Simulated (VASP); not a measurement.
Consider the following.

```
Mo
1.0
   -1.60650     1.60650     1.60650
    1.60650    -1.60650     1.60650
    1.60650     1.60650    -1.60650
Mo
1
Cartesian
  0.00000   0.00000   0.00000
```

Level of theory: PBE GGA with D3 dispersion (zero damping), VASP's PBE PAW potentials (set 64) (plane waves; VASP). Run with 400 eV cut-off, 14×14×14 Γ-centred mesh, first-order Methfessel-Paxton smearing of 0.10 eV, potentials Mo_sv.

**Question.** Give the stress tensor in GPa (positive for a compressed cell).

**Answer.** 
```
-17.88    0.00    0.00
  0.00  -17.88    0.00
  0.00    0.00  -17.88
```
The pressure is its mean diagonal, -17.88 GPa.

The compound is Mo in the bcc structure. The cell was not relaxed at this level. The run is one of a series of settings (IVDW = 11 against the base run), some of them coarse on purpose.
